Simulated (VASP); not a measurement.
All values below come from PBE GGA, VASP's PBE PAW potentials (set 64) (plane waves; VASP).

A VASP calculation is set up with these files.

File POSCAR:
```
CuZn
1
    2.9300789719     0.0000000000    -0.0000000000
    0.0000000000     2.9300789719    -0.0000000000
    0.0000000000    -0.0000000000     2.9300789719
Zn Cu
1 1
Direct
  0.5000000000   0.5000000000   0.5000000000
  0.0000000000   0.0000000000   0.0000000000
```

### KPOINTS
```
Automatic mesh
0
Gamma
12 12 12
0 0 0
```

**INCAR**
```
SYSTEM=CuZn
PREC=Accurate; ENCUT=500; LREAL=F
LASPH=T
EDIFF=1E-6; NELM=100; ALGO=Normal
LMAXMIX=4
ISMEAR=1; SIGMA=0.1
GGA=PE
IBRION=2; NSW=40; ISIF=3
EDIFFG=-0.02; PSTRESS=50
LWAVE=F; LCHARG=F
```

POTCAR, in this order: Zn Cu (PBE.64 set). Program: vasp_std.

Output

### OSZICAR
```
       N       E                     dE             d eps       ncg     rms          rms(c)
DAV:   1     0.109675310397E+03    0.10968E+03   -0.11396E+04  2624   0.250E+03
DAV:   2    -0.302965158549E+01   -0.11270E+03   -0.10987E+03  2520   0.326E+02
DAV:   3    -0.606927845509E+01   -0.30396E+01   -0.30321E+01  3109   0.727E+01
DAV:   4    -0.609046300491E+01   -0.21185E-01   -0.21166E-01  3039   0.523E+00
DAV:   5    -0.609071835744E+01   -0.25535E-03   -0.25535E-03  3290   0.607E-01    0.967E+00
DAV:   6    -0.591269338430E+01    0.17802E+00   -0.17058E+01  2758   0.109E+02    0.597E+00
DAV:   7    -0.500131559529E+01    0.91138E+00   -0.38326E+00  2702   0.105E+02    0.234E+00
DAV:   8    -0.500391110889E+01   -0.25955E-02   -0.18787E-01  3428   0.611E+00    0.132E+00
DAV:   9    -0.499414782573E+01    0.97633E-02   -0.20492E-02  3136   0.376E+00    0.520E-02
DAV:  10    -0.499416829208E+01   -0.20466E-04   -0.51026E-04  2976   0.288E-01    0.273E-02
DAV:  11    -0.499417237987E+01   -0.40878E-05   -0.72859E-06  3092   0.335E-02    0.119E-02
DAV:  12    -0.499417096464E+01    0.14152E-05   -0.64828E-07  1925   0.240E-02    0.150E-03
DAV:  13    -0.499417097866E+01   -0.14017E-07   -0.23749E-07  1631   0.139E-02
   1 F= -.42091208E+01 E0= -.42091409E+01  d E =-.420912E+01
```

File OUTCAR:
```
------------------------ aborting loop because EDIFF is reached ----------------------------------------
  FORCE on cell =-STRESS in cart. coord.  units (eV):
  Direction    XX          YY          ZZ          XY          YZ          ZX
  --------------------------------------------------------------------------------------
  Total        0.7907052      0.7907052      0.7907052     -0.0000000      0.0000000     -0.0000000
  in kB       50.3601745     50.3601745     50.3601745     -0.0000000      0.0000000     -0.0000000
  external PRESSURE =       0.3601745 kB  Pullay stress =      50.0000000 kB
  volume of cell :       25.16
      direct lattice vectors                 reciprocal lattice vectors
     2.930078972  0.000000000  0.000000000     0.341287730  0.000000000  0.000000000
     0.000000000  2.930078972  0.000000000     0.000000000  0.341287730  0.000000000
     0.000000000  0.000000000  2.930078972     0.000000000  0.000000000  0.341287730
 POSITION                                       TOTAL-FORCE (eV/Angst)
 -----------------------------------------------------------------------------------
      1.46504      1.46504      1.46504         0.000000      0.000000      0.000000
      0.00000      0.00000      0.00000         0.000000      0.000000      0.000000
 -----------------------------------------------------------------------------------
    total drift:                                0.000000      0.000000     -0.000000
  FREE ENERGIE OF THE ION-ELECTRON SYSTEM (eV)
  ---------------------------------------------------
  free  energy   TOTEN  =        -4.9941709787 eV

  energy  without entropy=       -4.9942310775  energy(sigma->0) =       -4.99419101
  enthalpy is  TOTEN    =        -4.2091208322 eV   P V=        0.7850501465

 reached required accuracy - stopping structural energy minimisation
```
(Selected blocks of OUTCAR.)

The compound is CuZn in the CsCl type structure. It was relaxed first under an external pressure of 5 GPa. The electron count is odd and the run is not spin-polarised, which forces a metal.
